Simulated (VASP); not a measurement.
Method: PBE GGA, VASP's PBE PAW potentials (set 64) (plane waves; VASP).

Input for VASP

KPOINTS:
```
Automatic mesh
0
Gamma
8 8 8
0 0 0
```

**INCAR**
```
SYSTEM = KF
PREC = Accurate
ENCUT = 520
EDIFF = 1E-8
NELM = 100
ALGO = Normal
LREAL = .FALSE.
LASPH = .TRUE.
ISMEAR = 0
SIGMA = 0.01
GGA = PE
LWAVE = .FALSE.
LCHARG = .FALSE.
IBRION = 8
NSW = 1
LEPSILON = .TRUE.
```

File POSCAR:
```
KF
1
    0.0000000000     2.7103066901     2.7103066901
    2.7103066901     0.0000000000     2.7103066901
    2.7103066901     2.7103066901     0.0000000000
K F
1 1
Direct
  1.0000000000   1.0000000000   1.0000000000
  0.5000000000   0.5000000000   0.5000000000
```

POTCAR, in this order: K_sv F (PBE.64 set). Program: vasp_std.

The resulting files:

OUTCAR:
```
 ion  position               nearest neighbor table
   1  0.000  0.000  0.000-   2 2.71   2 2.71   2 2.71   2 2.71   2 2.71   2 2.71
   2  0.500  0.500  0.500-   1 2.71   1 2.71   1 2.71   1 2.71   1 2.71   1 2.71
  LATTYP: Found a face centered cubic cell.
 ALAT       =     5.4206133802
 Subroutine PRICEL returns:
 Original cell was already a primitive cell.
 Subroutine GETGRP returns: Found 48 space group operations
The static configuration has the point symmetry O_h .
The dynamic configuration has the point symmetry O_h .
 Subroutine INISYM returns: Found 48 space group operations
 Subroutine IBZKPT returns following result:
 Found     29 irreducible k-points:

 Following reciprocal coordinates:
            Coordinates               Weight
  0.000000  0.000000  0.000000      1.000000
  0.125000  0.000000  0.000000      8.000000
  0.250000  0.000000  0.000000      8.000000
  0.375000  0.000000  0.000000      8.000000
  0.500000  0.000000  0.000000      4.000000
  0.125000  0.125000  0.000000      6.000000
  0.250000  0.125000  0.000000     24.000000
  0.375000  0.125000  0.000000     24.000000
  0.500000  0.125000  0.000000     24.000000
...
```

OUTCAR:
```


 HEAD OF MICROSCOPIC STATIC DIELECTRIC TENSOR (INDEPENDENT PARTICLE, excluding Hartree and local field effects)
 ------------------------------------------------------
           2.070533     0.000000     0.000000
           0.000000     2.070533     0.000000
           0.000000     0.000000     2.070533
 ------------------------------------------------------

 MACROSCOPIC STATIC DIELECTRIC TENSOR (including local field effects in DFT)
 ------------------------------------------------------
           1.955288    -0.000000     0.000000
           0.000000     1.955288     0.000000
          -0.000000     0.000000     1.955288
 ------------------------------------------------------

 PIEZOELECTRIC TENSOR (including local field effects)  for field in x, y, z        (e  Angst)
          XX          YY          ZZ          XY          YZ          ZX
  --------------------------------------------------------------------------------
  x     0.00000     0.00000     0.00000     0.00000     0.00000     0.00000
  y     0.00000     0.00000     0.00000     0.00000     0.00000     0.00000
  z     0.00000     0.00000     0.00000     0.00000     0.00000     0.00000

 PIEZOELECTRIC TENSOR (including local field effects)  for field in x, y, z        (C/m^2)
          XX          YY          ZZ          XY          YZ          ZX
  --------------------------------------------------------------------------------
  x     0.00000     0.00000     0.00000     0.00000     0.00000     0.00000
  y     0.00000     0.00000     0.00000     0.00000     0.00000     0.00000
  z     0.00000     0.00000     0.00000     0.00000     0.00000     0.00000

 BORN EFFECTIVE CHARGES (including local field effects) (in |e|, cummulative output)
 ---------------------------------------------------------------------------------
 ion    1
    1     1.13251     0.00000    -0.00000
    2    -0.00000     1.13251    -0.00000
    3    -0.00000    -0.00000     1.13251
 ion    2
    1    -1.13251    -0.00000     0.00000
    2     0.00000    -1.13251     0.00000
    3     0.00000     0.00000    -1.13251

   1 f  =    5.000463 THz    31.418836 2PiTHz  166.797494 cm-1    20.680244 meV

   2 f  =    5.000463 THz    31.418836 2PiTHz  166.797494 cm-1    20.680244 meV

   3 f  =    5.000463 THz    31.418836 2PiTHz  166.797494 cm-1    20.680244 meV

   4 f/i=    0.029766 THz     0.187023 2PiTHz    0.992877 cm-1     0.123101 meV

   5 f/i=    0.029766 THz     0.187023 2PiTHz    0.992877 cm-1     0.123101 meV

   6 f/i=    0.029766 THz     0.187023 2PiTHz    0.992877 cm-1     0.123101 meV

 MACROSCOPIC STATIC DIELECTRIC TENSOR IONIC CONTRIBUTION
 ------------------------------------------------------
           4.436175     0.000000    -0.000000
           0.000000     4.436175    -0.000000
          -0.000000    -0.000000     4.436175
 ------------------------------------------------------

 ELASTIC MODULI CONTR FROM IONIC RELAXATION (kBar)
 Direction    XX          YY          ZZ          XY          YZ          ZX
 --------------------------------------------------------------------------------
 XX           0.0000      0.0000      0.0000      0.0000      0.0000      0.0000
 YY           0.0000      0.0000      0.0000      0.0000      0.0000      0.0000
 ZZ           0.0000      0.0000      0.0000      0.0000      0.0000      0.0000
 XY           0.0000      0.0000      0.0000      0.0000      0.0000      0.0000
 YZ           0.0000      0.0000      0.0000      0.0000      0.0000      0.0000
 ZX           0.0000      0.0000      0.0000      0.0000      0.0000      0.0000
 --------------------------------------------------------------------------------

 PIEZOELECTRIC TENSOR IONIC CONTR  for field in x, y, z        (C/m^2)
          XX          YY          ZZ          XY          YZ          ZX
  --------------------------------------------------------------------------------
  x     0.00000     0.00000     0.00000     0.00000     0.00000     0.00000
  y     0.00000     0.00000     0.00000     0.00000     0.00000     0.00000
  z     0.00000     0.00000     0.00000     0.00000     0.00000     0.00000
```
(Selected blocks of OUTCAR.)

The compound is KF in the rock salt structure. It was relaxed first.
